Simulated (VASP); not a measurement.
# ZrSi2 with r2SCAN + rVV10: from relaxation to properties

Wanted: the relaxed cell of ZrSi2 and its properties. The steps: relaxing cell and atoms (r2SCAN + rVV10), density, ELF and potential (r2SCAN + rVV10), band structure (r2SCAN + rVV10), density of states (r2SCAN + rVV10), field gradients at the nuclei (r2SCAN + rVV10) and bands along the symmetry lines (r2SCAN + rVV10), changed input. The start is a cell from a database of measured crystal structures.

Program: VASP 6.6.1. Level of theory: r2SCAN with rVV10; plane waves and PAW (Zr_sv, Si). Results are calculated unless marked as measured.

Most raw output is cut from this account.

The database entry behind the starting cell differs from later determinations by our own check (a about 0.3 % long), so it need not match the best structure at ambient conditions.

## (1) Set-up

Before any relaxation, the start is as follows. Symmetry: Cmcm, No. 63, orthorhombic system. Conventional cell: a = 3.706 Å, b = 14.735 Å, c = 3.672 Å, α = 90.00°, β = 90.00°, γ = 90.00°. Zr has 10 Si at 2.72 to 2.97 Å nearest. Nearest to Si lie 2 Si at 2.40 Å and 6 Zr at 2.72 to 2.97 Å. Nearest to Si lie 4 Si at 2.61 Å and 4 Zr at 2.81 to 2.83 Å. Farther neighbours are not listed.

## (2) Relaxing cell and atoms (r2SCAN + rVV10)

The start need not lie at this functional's minimum. ISIF = 3 frees volume, shape and positions, and EDIFFG sets the threshold on forces and stress at which the search stops. r2SCAN adds the kinetic-energy density, costs more than a GGA and is run with LASPH. LUSE_VDW switches on a nonlocal correlation term for dispersion.

The input, INCAR:

```
SYSTEM = ZrSi2
PREC = Accurate
ENCUT = 400
EDIFF = 1E-06
NELM = 100
ISMEAR = 0
SIGMA = 0.05
LREAL = .FALSE.
ALGO = Normal
METAGGA = R2SCAN
LUSE_VDW = .TRUE.
IVDW_NL = 2
BPARAM = 11.95
CPARAM = 0.0093
LASPH = .TRUE.
NBANDS = 26
LORBIT = 11
LWAVE = .FALSE.
LCHARG = .FALSE.
KPAR = 4
IBRION = 2
NSW = 60
ISIF = 3
EDIFFG = -0.01
```

The input, POSCAR:

```
ZrSi2
1.0
    0.0000000000      0.0000000000     -3.6720000000
   -3.7060000000      0.0000000000      0.0000000000
   -1.8530000000      7.3675000000      0.0000000000
Zr Si
2 4
Direct
    0.7500000000      0.8946000000      0.2108000000
    0.2500000000      0.1054000000      0.7892000000
    0.7500000000      0.5522000000      0.8956000000
    0.2500000000      0.4478000000      0.1044000000
    0.7500000000      0.2496000000      0.5008000000
    0.2500000000      0.7504000000      0.4992000000
```

The input, KPOINTS:

```
Automatic mesh
0
Gamma
7 7 7
0 0 0
```

The projector-augmented-wave data sets are Zr_sv and Si (PBE family, release 64).

Run with:

```sh
mpirun -np 4 vasp_std
```

Wall time 4 min (4 MPI ranks of Intel Xeon 6975P-C (Granite Rapids), shared host); peak memory 1.5 GiB; 16 min of CPU time.

The PAW data sets were made with PBE, which is usual practice but a small mismatch for other functionals. The run keeps the 8 symmetry operations of its start, so it cannot find a distortion of lower symmetry.

Step by step:

| step | energy less that of the first step (eV) | largest force (eV/Å) | pressure (GPa) | volume (Å³) |
| --- | --- | --- | --- | --- |
| 1 | 0.0000 | 0.0877 | -0.69 | 100.26 |
| 2 | -0.0033 | 0.0558 | 0.87 | 99.22 |
| 3 | -0.0040 | 0.0563 | 0.41 | 99.52 |
| 4 | -0.0056 | 0.0532 | 0.04 | 99.84 |
| 5 | -0.0056 | 0.0621 | -0.04 | 99.92 |
| 6 | -0.0060 | 0.0266 | -0.01 | 99.94 |
| 7 | -0.0061 | 0.0167 | 0.00 | 99.95 |
| 8 | -0.0061 | 0.0061 | -0.01 | 99.95 |

| conventional cell, symmetrised | before | after | change |
| --- | --- | --- | --- |
| a (Å) | 3.706 | 3.683 | -0.6 % |
| b (Å) | 14.735 | 14.836 | +0.7 % |
| c (Å) | 3.672 | 3.658 | -0.4 % |
| volume (Å³/atom) | 16.71 | 16.66 | -0.3 % |

The relaxed structure:

```cif
data_structure
_symmetry_space_group_name_H-M 'P 1'
_symmetry_Int_Tables_number 1
_cell_length_a 3.6583
_cell_length_b 3.6830
_cell_length_c 7.6433
_cell_angle_alpha 76.058
_cell_angle_beta 90.000
_cell_angle_gamma 90.000
_cell_volume 99.95
loop_
_atom_site_label
_atom_site_type_symbol
_atom_site_fract_x
_atom_site_fract_y
_atom_site_fract_z
_atom_site_occupancy
Zr1 Zr 0.75000 0.89399 0.21202 1
Zr2 Zr 0.25000 0.10601 0.78798 1
Si3 Si 0.75000 0.55183 0.89633 1
Si4 Si 0.25000 0.44817 0.10367 1
Si5 Si 0.75000 0.25022 0.49956 1
Si6 Si 0.25000 0.74978 0.50044 1
```

Numbers from this step:

| Quantity | Value |
| --- | --- |
| electrons | 40 |
| bands | 26 |
| irreducible k-points | 64 |
| symmetry operations | 8 |
| free energy (TOTEN) | -83.9883 eV |
| energy at zero smearing | -83.9880 eV |
| Fermi energy | 10.12 eV |
| pressure | -0.005955 GPa |
| metallic | yes |
| SCF cycles over all ionic steps | 51 |

It ends with a largest force of 0.006 eV/Å and a pressure of -0.01 GPa. The volume lies -0.3 % from that of the database's start, which holds the thermal and zero-point expansion of its experiment.

## (3) Density, ELF and potential (r2SCAN + rVV10)

A single point on the relaxed cell gives a clean self-consistent state, with density, ELF and potential written out.

INCAR, as its differences from that of step 2:

```diff
@@ -18,7 +18,5 @@
 LWAVE = .FALSE.
-LCHARG = .FALSE.
-KPAR = 4
-IBRION = 2
-NSW = 60
-ISIF = 3
-EDIFFG = -0.01
+LCHARG = .TRUE.
+ISIF = 2
+LELF = .TRUE.
+LVHAR = .TRUE.
```

The input, POSCAR:

```
ZrSi2
1.0
    0.0000000000      0.0000000000     -3.6583043904
   -3.6830251980      0.0000000000      0.0000000000
   -1.8415125990      7.4180936140      0.0000000000
Zr Si
2 4
Direct
    0.7500000000      0.8939875524      0.2120248951
    0.2500000000      0.1060124476      0.7879751049
    0.7500000000      0.5518344567      0.8963310865
    0.2500000000      0.4481655433      0.1036689135
    0.7500000000      0.2502193967      0.4995612066
    0.2500000000      0.7497806033      0.5004387934
```

The input, KPOINTS:

```
Automatic mesh
0
Gamma
7 8 8
0 0 0
```

Run with:

```sh
mpirun -np 4 vasp_std
```

The job ended after 52 s (4 MPI ranks; peak memory 0.84 GiB).

Numbers from this step:

```
SCF cycles              : 14
bands                   : 28
irreducible k-points    : 84
free energy (TOTEN)     : -83.9802 eV
energy at zero smearing : -83.9787 eV
Fermi energy            : 10.11 eV
pressure                : -0.01638 GPa
```

Valence electrons inside each PAW sphere by angular momentum. Sphere charges, by row:

| atom | s (e) | p (e) | d (e) | tot (e) |
| --- | --- | --- | --- | --- |
| Zr1 | 2.147 | 5.991 | 1.75 | 9.888 |
| Zr2 | 2.147 | 5.991 | 1.75 | 9.888 |
| Si3 | 0.766 | 0.954 | 0 | 1.72 |
| Si4 | 0.766 | 0.954 | 0 | 1.72 |
| Si5 | 0.748 | 0.885 | 0 | 1.633 |
| Si6 | 0.748 | 0.885 | 0 | 1.633 |

ELF in the bc plane of the conventional cell at fractional x = 0.000, with atoms of Zr and Si within 0.2 Å of it. It is the smooth field of the valence electrons, not physical close to the nuclei.

Ten even steps from '0' (0.05) to '9' (0.82), each cell a mean:
```
103788524664322488767887764567657984111112
116989821331001586314665434699513897322233
127989831221001575102564324799402898433343
115899722442101487545776544688535996211122
101465326875433479888888875456668862222101
221111269865775457788876886312356523788510
233222599622798534566522586200123215989830
233323699502798533456410376200012116988940
222111489733787445677644686201234314899720
111232248875664468888888886334567742466311
```
Columns run along b (14.8 Å), rows up along c (3.7 Å), edges of the conventional cell, whose origin can differ from the input's. Atoms in or near the plane, at fractional coordinates: Zr at (0.11, 0.75), Zr at (0.89, 0.25), Si at (0.45, 0.75), Si at (0.55, 0.25), Si at (0.75, 0.75), Si at (0.25, 0.25).

Electrostatic potential energy in the bc plane of the conventional cell at fractional x = 0.000, with atoms of Zr and Si within 0.2 Å of it. With pseudopotentials it is smooth inside the atoms' cores, unlike the true potential.

Values in eV, 6 rows by 16 columns, each cell a mean:
```
 -7 -50 -32  -1   0   2 -19 -47  -5   0   1 -29 -38  -3  -4   0
-12 -65 -44  -1   2   2 -36 -77  -6   1   0 -51 -65  -2   1   2
 -4 -39 -23  -3  -2   2 -12 -29  -6  -2   1 -18 -24  -4 -10  -1
  1  -3  -2 -28 -39   0   0  -3 -39 -29   1   0  -1 -22 -54 -13
  1   1   0 -50 -65  -2   1  -2 -65 -52   0   2   1 -33 -68 -21
  0  -9  -5 -18 -24   1  -1  -5 -24 -18   1  -1  -3 -16 -42  -9
```
Columns run along b (14.8 Å; values clipped at the 3rd and 97th percentile), rows up along c (3.7 Å), edges of the conventional cell, whose origin can differ from the input's. Atoms in or near the plane, at fractional coordinates: Zr at (0.11, 0.75), Zr at (0.89, 0.25), Si at (0.45, 0.75), Si at (0.55, 0.25), Si at (0.75, 0.75), Si at (0.25, 0.25).

Valence density in the bc plane of the conventional cell at fractional x = 0.000, with atoms of Zr and Si within 0.2 Å of it. It is the smooth field of the valence electrons, not physical close to the nuclei.

Values in e/Å³, 6 rows by 16 columns, each cell a mean:
```
0.3 2.6 1.4 0.2 0.2 0.1 0.3 0.3 0.4 0.2 0.2 0.3 0.3 0.3 0.2 0.1
0.5 4.3 2.4 0.2 0.1 0.1 0.3 0.1 0.3 0.2 0.2 0.3 0.2 0.3 0.2 0.1
0.2 1.7 1.0 0.3 0.2 0.1 0.3 0.4 0.4 0.3 0.2 0.3 0.4 0.3 0.4 0.2
0.1 0.2 0.2 0.4 0.3 0.2 0.2 0.3 0.4 0.3 0.1 0.1 0.2 0.9 2.9 0.5
0.1 0.2 0.2 0.3 0.2 0.3 0.2 0.3 0.2 0.2 0.1 0.1 0.2 1.6 4.7 0.9
0.1 0.3 0.3 0.4 0.3 0.2 0.2 0.4 0.4 0.3 0.1 0.2 0.3 0.7 1.9 0.4
```
Columns run along b (14.8 Å), rows up along c (3.7 Å), edges of the conventional cell, whose origin can differ from the input's. Atoms in or near the plane, at fractional coordinates: Zr at (0.11, 0.75), Zr at (0.89, 0.25), Si at (0.45, 0.75), Si at (0.55, 0.25), Si at (0.75, 0.75), Si at (0.25, 0.25).

In this run the pressure is -0.02 GPa, small enough to go on.

## (4) Band structure (r2SCAN + rVV10)

Levels along the symmetry lines show where the bands peak and cross; KPOINTS_OPT computes them in the converged potential.

INCAR, as its differences from that of step 3:

```diff
@@ -15,8 +15,6 @@
 LASPH = .TRUE.
-NBANDS = 26
+NBANDS = 36
 LORBIT = 11
 LWAVE = .FALSE.
-LCHARG = .TRUE.
-ISIF = 2
-LELF = .TRUE.
-LVHAR = .TRUE.
+LCHARG = .FALSE.
+KPAR = 4
```

POSCAR is that of step 3.

KPOINTS is that of step 3.

The input, KPOINTS_OPT:

```
Line mode
16
Line-mode
Reciprocal
  0.00000000   0.00000000   0.00000000 GAMMA
  0.00000000  -0.53081306  -0.26540653 X

  0.00000000  -0.53081306  -0.26540653 X
  0.00000000  -0.50000000   0.00000000 S

  0.00000000  -0.50000000   0.00000000 S
 -0.50000000  -0.50000000   0.00000000 R

 -0.50000000  -0.50000000   0.00000000 R
 -0.50000000  -0.53081306  -0.26540653 A

 -0.50000000  -0.53081306  -0.26540653 A
 -0.50000000   0.00000000   0.00000000 Z

 -0.50000000   0.00000000   0.00000000 Z
  0.00000000   0.00000000   0.00000000 GAMMA

  0.00000000   0.00000000   0.00000000 GAMMA
  0.00000000   0.00000000   0.50000000 Y

  0.00000000   0.00000000   0.50000000 Y
  0.00000000  -0.46918694   0.26540653 X1

  0.00000000  -0.46918694   0.26540653 X1
 -0.50000000  -0.46918694   0.26540653 A1

 -0.50000000  -0.46918694   0.26540653 A1
 -0.50000000   0.00000000   0.50000000 T

 -0.50000000   0.00000000   0.50000000 T
  0.00000000   0.00000000   0.50000000 Y

 -0.50000000   0.00000000   0.00000000 Z
 -0.50000000   0.00000000   0.50000000 T
```

Run with:

```sh
mpirun -np 4 vasp_std
```

It took 2.1 min on 4 MPI ranks; peak memory 1.6 GiB.

The cell is typed on its shortest vectors, so the axes of tensors and the coordinates of k-points follow the printed cell and not the standard setting.

Numbers from this step:

* bands: 36
* pressure: -0.01602 GPa

Electronic bands along the path, in eV, zero at the Fermi level; # counts the bands kept:

| point | #8 | #9 | #10 | #11 | #12 | #13 | #14 | #15 |
| --- | --- | --- | --- | --- | --- | --- | --- | --- |
| Γ | -2.63 | -2.52 | -2.45 | 0.04 | 1.27 | 1.49 | 1.52 | 1.78 |
| 0.47 of the way | -2.44 | -2.42 | -1.68 | -0.30 | 0.70 | 1.10 | 1.41 | 1.66 |
| X | -1.76 | -1.55 | -0.95 | -0.62 | -0.14 | 1.06 | 1.06 | 1.67 |
| 0.47 of the way | -1.89 | -1.53 | -0.93 | -0.64 | -0.20 | 1.01 | 1.05 | 1.88 |
| S | -2.06 | -1.53 | -0.90 | -0.47 | -0.42 | 0.95 | 1.04 | 2.21 |
| 0.53 of the way | -3.32 | -3.12 | -2.24 | -2.09 | 1.08 | 1.63 | 2.39 | 3.20 |
| R | -3.57 | -3.57 | -2.29 | -2.29 | 2.28 | 2.28 | 3.41 | 3.41 |
| 0.47 of the way | -3.57 | -3.57 | -2.29 | -2.29 | 2.25 | 2.25 | 3.36 | 3.36 |
| A | -3.57 | -3.57 | -2.30 | -2.30 | 2.22 | 2.22 | 3.28 | 3.28 |
| 0.47 of the way | -3.30 | -3.30 | -2.02 | -2.02 | 0.76 | 0.76 | 3.45 | 3.45 |
| Z | -2.00 | -2.00 | -0.08 | -0.08 | -0.03 | -0.03 | 1.64 | 1.64 |
| 0.47 of the way | -2.33 | -2.18 | -0.61 | -0.57 | -0.14 | 0.63 | 1.85 | 1.99 |
| Γ | -2.63 | -2.52 | -2.45 | 0.04 | 1.27 | 1.49 | 1.52 | 1.78 |
| 0.47 of the way | -2.61 | -2.35 | -1.82 | 0.07 | 1.22 | 1.57 | 1.68 | 1.84 |
| Y | -2.78 | -2.09 | -1.58 | 0.50 | 1.18 | 1.24 | 1.68 | 1.90 |
| 0.47 of the way | -2.43 | -1.74 | -0.47 | 0.07 | 0.21 | 0.29 | 1.08 | 2.07 |
| X1 | -1.76 | -1.55 | -0.95 | -0.62 | -0.14 | 1.06 | 1.06 | 1.67 |
| 0.53 of the way | -3.15 | -3.04 | -2.25 | -2.10 | 1.18 | 1.68 | 2.22 | 2.58 |
| A1 | -3.57 | -3.57 | -2.30 | -2.30 | 2.22 | 2.22 | 3.28 | 3.28 |
| 0.47 of the way | -2.97 | -2.97 | -2.77 | -2.77 | 2.03 | 2.03 | 2.44 | 2.44 |
| T | -2.30 | -2.30 | -0.95 | -0.95 | 0.07 | 0.07 | 2.49 | 2.49 |
| 0.47 of the way | -2.24 | -1.90 | -1.13 | -1.08 | 0.79 | 1.26 | 1.29 | 2.06 |
| Y | -2.78 | -2.09 | -1.58 | 0.50 | 1.18 | 1.24 | 1.68 | 1.90 |
| jump to Z | -2.00 | -2.00 | -0.08 | -0.08 | -0.03 | -0.03 | 1.64 | 1.64 |
| 0.47 of the way | -2.41 | -2.41 | -0.52 | -0.52 | 0.01 | 0.01 | 2.29 | 2.29 |
| T | -2.30 | -2.30 | -0.95 | -0.95 | 0.07 | 0.07 | 2.49 | 2.49 |

Of the projections kept (Zr, Si), the largest for each band there; the rest of the weight can lie on other orbitals:

| point | #8 | #9 | #10 | #11 | #12 | #13 | #14 | #15 |
| --- | --- | --- | --- | --- | --- | --- | --- | --- |
| Γ | Si 0.66 | Si 0.93 | Zr 0.88 | Si 0.79 | Zr 1.00 | Zr 0.93 | Zr 0.71 | Zr 1.00 |
| X | Zr 0.70 | Zr 0.63 | Zr 0.89 | Zr 0.68 | Zr 0.65 | Si 0.89 | Si 0.67 | Zr 0.63 |
| S | Zr 0.56 | Zr 0.67 | Zr 0.90 | Si 0.57 | Zr 0.80 | Si 0.82 | Si 0.70 | Zr 0.58 |
| R | Si 0.61 | Si 0.61 | Zr 0.50 | Zr 0.50 | Zr 0.72 | Zr 0.72 | Zr 0.78 | Zr 0.78 |
| A | Si 0.60 | Si 0.60 | Zr 0.50 | Zr 0.50 | Zr 0.65 | Zr 0.65 | Zr 0.94 | Zr 0.94 |
| Z | Zr 0.77 | Zr 0.77 | Zr 0.57 | Zr 0.57 | Si 0.62 | Si 0.62 | Zr 0.75 | Zr 0.75 |

There is no gap at this level.

## (5) Density of states (r2SCAN + rVV10)

A density of states needs more k-points than a total energy; ISMEAR = -5 takes tetrahedra, and LORBIT projects the states on the PAW spheres. The mesh is finer than in the run before.

INCAR, as its differences from that of step 4:

```diff
@@ -5,3 +5,3 @@
 NELM = 100
-ISMEAR = 0
+ISMEAR = -5
 SIGMA = 0.05
@@ -20 +20,2 @@
 KPAR = 4
+NEDOS = 2001
```

POSCAR is that of step 4.

The input, KPOINTS:

```
Automatic mesh
0
Gamma
11 11 11
0 0 0
```

Run with:

```sh
mpirun -np 4 vasp_std
```

Elapsed: 2.6 min, on 4 MPI ranks; peak memory 2.3 GiB; 10 min of CPU time.

With tetrahedra the forces and stress of a metal are not exact derivatives of the energy.

Numbers from this step:

| Item | Value |
| --- | --- |
| SCF cycles | 15 |
| irreducible k-points | 216 |
| free energy (TOTEN) | -83.9872 eV |
| Fermi energy | 10.20 eV |
| pressure | -0.04171 GPa |
| DOS at the Fermi level | 1.270 states/eV/cell |

The density of states has structure finer than the step of the table below, so its rows give means over 0.5 eV, whole bins alone (the curve runs from -12.0 to 2.6 eV). Peaks (eV: height): total -5.53: 3.04, -3.15: 5.13, -2.36: 6.06, 2.20: 4.22; Zr d -2.36: 1.45, 0.82: 1.12; Si p -5.53: 0.586, -3.15: 1.09, -2.36: 1.16; Si s -11.18: 0.704, -9.00: 0.534, -8.11: 0.534, -7.71: 0.726; Zr p -11.18: 0.0491, -5.53: 0.0525, -3.15: 0.135, -2.36: 0.115.

States under -12.0 eV and over 2.6 eV are left out. The density of states by energy, zero at the Fermi level; means over each step; values in states/eV/cell:

| energy (eV) | total | Zr d | Si p | Si s | Zr p | Zr s |
| --- | --- | --- | --- | --- | --- | --- |
| -11.5 | 1.21 | 0.0138 | 0.0330 | 0.448 | 0.0276 | 0.0281 |
| -11.0 | 1.59 | 0.0298 | 0.0547 | 0.591 | 0.0391 | 0.0223 |
| -10.5 | 1.37 | 0.0336 | 0.0635 | 0.489 | 0.0282 | 0.0189 |
| -10.0 | 1.31 | 0.0414 | 0.0723 | 0.451 | 0.0229 | 0.0161 |
| -9.5 | 0.903 | 0.0332 | 0.0553 | 0.306 | 0.0154 | 0.00817 |
| -9.0 | 1.14 | 0.0515 | 0.0793 | 0.374 | 0.0178 | 0.00859 |
| -8.5 | 1.09 | 0.0510 | 0.0810 | 0.351 | 0.0162 | 0.00798 |
| -8.0 | 1.52 | 0.0788 | 0.104 | 0.482 | 0.0212 | 0.0197 |
| -7.5 | 1.61 | 0.0938 | 0.107 | 0.507 | 0.0240 | 0.0232 |
| -7.0 | 1.01 | 0.0708 | 0.0729 | 0.319 | 0.0119 | 0.0131 |
| -6.5 | 1.05 | 0.0650 | 0.113 | 0.256 | 0.0139 | 0.0308 |
| -6.0 | 1.13 | 0.0755 | 0.211 | 0.129 | 0.0133 | 0.0370 |
| -5.5 | 2.43 | 0.179 | 0.476 | 0.188 | 0.0396 | 0.0916 |
| -5.0 | 1.81 | 0.161 | 0.377 | 0.114 | 0.0285 | 0.0561 |
| -4.5 | 2.44 | 0.259 | 0.520 | 0.119 | 0.0476 | 0.0628 |
| -4.0 | 2.99 | 0.375 | 0.669 | 0.108 | 0.0618 | 0.0539 |
| -3.5 | 3.88 | 0.574 | 0.881 | 0.0879 | 0.0942 | 0.0305 |
| -3.0 | 4.48 | 0.874 | 0.909 | 0.0686 | 0.0989 | 0.0208 |
| -2.5 | 4.81 | 1.13 | 0.935 | 0.0572 | 0.0856 | 0.0178 |
| -2.0 | 3.74 | 1.05 | 0.653 | 0.0503 | 0.0424 | 0.00831 |
| -1.5 | 2.33 | 0.751 | 0.386 | 0.0329 | 0.0132 | 0.00429 |
| -1.0 | 1.53 | 0.531 | 0.251 | 0.0216 | 0.00527 | 0.00279 |
| -0.5 | 0.856 | 0.316 | 0.137 | 0.0125 | 0.00285 | 0.00167 |
| 0.0 | 1.47 | 0.539 | 0.194 | 0.0502 | 0.00543 | 0.00597 |
| 0.5 | 2.57 | 0.930 | 0.330 | 0.101 | 0.0129 | 0.0156 |
| 1.0 | 2.65 | 0.970 | 0.295 | 0.132 | 0.0153 | 0.0193 |
| 1.5 | 2.96 | 1.05 | 0.299 | 0.152 | 0.0258 | 0.0230 |
| 2.0 | 4.13 | 1.49 | 0.382 | 0.226 | 0.0400 | 0.0540 |

Force by atom:

| atom | x (eV/Å) | y (eV/Å) | z (eV/Å) | size |
| --- | --- | --- | --- | --- |
| Zr1 | 0.0000 | -0.0779 | 0.0000 | 0.0779 |
| Zr2 | 0.0000 | 0.0779 | 0.0000 | 0.0779 |
| Si3 | 0.0000 | -0.0118 | 0.0000 | 0.0118 |
| Si4 | 0.0000 | 0.0118 | 0.0000 | 0.0118 |
| Si5 | 0.0000 | 0.0030 | 0.0000 | 0.0030 |
| Si6 | 0.0000 | -0.0030 | 0.0000 | 0.0030 |

The finer mesh and the other smearing move the Fermi level by +0.08 eV from the 7×8×8 run, one measure of the sampling error in the zero of the bands above. Of the states within 0.3 eV of the Fermi level, the largest shares in the PAW spheres are Zr d 37 % and Si p 13 %. The rest lies in smaller channels or between the spheres.

## (6) Field gradients at the nuclei (r2SCAN + rVV10)

Field gradients probe how far the charge around each nucleus departs from cubic symmetry; LASPH keeps the non-spherical terms inside the spheres.

The input, INCAR:

```
SYSTEM = ZrSi2
PREC = Accurate
ENCUT = 400
EDIFF = 1E-07
NELM = 100
ISMEAR = 0
SIGMA = 0.05
LREAL = .FALSE.
ALGO = Normal
METAGGA = R2SCAN
LUSE_VDW = .TRUE.
IVDW_NL = 2
BPARAM = 11.95
CPARAM = 0.0093
LASPH = .TRUE.
NBANDS = 26
LORBIT = 11
LWAVE = .FALSE.
LCHARG = .FALSE.
KPAR = 4
LEFG = .TRUE.
```

POSCAR is that of step 5.

The input, KPOINTS:

```
Automatic mesh
0
Gamma
7 8 8
0 0 0
```

Run with:

```sh
mpirun -np 4 vasp_std
```

Run time: 63 s. Hardware: 4 MPI ranks; peak memory 1.5 GiB.

This step gave:

```yaml
bands: 26
irreducible_k_points: 84
free_energy_toten: -83.9802 eV
fermi_energy: 10.11 eV
pressure: -0.01584 GPa
```

Electric field gradients, by row:

| atom | Vxx (V/Å²) | Vyy (V/Å²) | Vzz (V/Å²) | asymmetry |
| --- | --- | --- | --- | --- |
| Zr1 | 8.824 | 1.345 | -10.17 | 0.735 |
| Zr2 | 8.824 | 1.345 | -10.17 | 0.735 |
| Si3 | -25.9 | -10.68 | 36.58 | 0.416 |
| Si4 | -25.9 | -10.68 | 36.58 | 0.416 |
| Si5 | 23.48 | 21.47 | -44.95 | 0.045 |
| Si6 | 23.48 | 21.47 | -44.95 | 0.045 |

The largest gradient, -44.95 V/Å², sits on Si5 and like sites; the stable nuclei of Si have no quadrupole moment in their ground state, so NMR and NQR don't see it.

## (7) Bands along the symmetry lines (r2SCAN + rVV10), changed input

The mesh alone shows little of the dispersion and can miss band extrema, so KPOINTS_OPT adds a path through the symmetry points after the self-consistent cycle. Some settings are moved from the usual, to see what they do.

INCAR, as its differences from that of step 6:

```diff
@@ -3,3 +3,3 @@
 ENCUT = 400
-EDIFF = 1E-07
+EDIFF = 1E-06
 NELM = 100
@@ -15,3 +15,3 @@
 LASPH = .TRUE.
-NBANDS = 26
+NBANDS = 36
 LORBIT = 11
@@ -20,2 +20,2 @@
 KPAR = 4
-LEFG = .TRUE.
+NELMIN = 4
```

POSCAR is that of step 6.

KPOINTS is that of step 6.

KPOINTS_OPT is that of step 4.

Run with:

```sh
mpirun -np 4 vasp_std
```

Elapsed: 2.2 min, on 4 MPI ranks; peak memory 1.6 GiB.

ALGO and NELMIN act on the way to self-consistency or on speed; a fully converged result doesn't depend on them, though slow mixing can meet EDIFF with the stress still off.

This step gave:

```
SCF cycles : 14
bands      : 36
pressure   : -0.01602 GPa
```

Electronic bands along the path, in eV, zero at the Fermi level; # counts the bands kept:

(Unchanged from step 4.)

Of the projections kept (Zr, Si), the largest for each band there; the rest of the weight can lie on other orbitals:

(Unchanged from step 4.)

Against the sound run “Band structure (r2SCAN + rVV10)”, the energy at zero smearing moves by +0.0 meV an atom, the pressure by +0.00 GPa and the Fermi level by +0.00 eV.

## (8) Outcome

```
relaxed volume                            : 16.66 Å³/atom
relaxed conventional cell a, b, c         : 3.683, 14.836, 3.658 Å
space group after relaxing, within 0.02 Å : Cmcm (No. 63)
band gap                                  : none, a metal
DOS at the Fermi level                    : 1.27 states/eV/cell
largest field gradient Vzz                : -44.95 V/Å² on Si5
```

With r2SCAN + rVV10, ZrSi2 relaxes to 16.66 Å³/atom in space group Cmcm (held by the symmetry of the run) and comes out as a metal. Against the listed cell the volume lies -0.3 % (a -0.6 %, b +0.7 %, c -0.4 %). Band structure (r2SCAN + rVV10): Of the bands kept, 3 cross the Fermi level on this path. Bands along the symmetry lines (r2SCAN + rVV10), changed input: Of the bands kept, 3 cross the Fermi level on this path. Spin-orbit coupling is left out; it would split some degenerate bands. No search among competing phases was made, and a listed structure need not be the one stable at ambient conditions. All values are for a static lattice at zero temperature.

[Lines on the potential files, build, host, timing and source positions are cut from VASP's logs without a mark.]

[Logs are printed without paths, hosts, clocks, repeated set-up lines and the standing remarks that a program may print on its own settings, such as how far it seeks lower states.]

[Hosts, paths, dates, database ids (printed as entryN), source tags and the programs' standing remarks are cut or masked in the printed files.]

[A measured line is paired with the nearest computed mode of its activity, which favours agreement.]
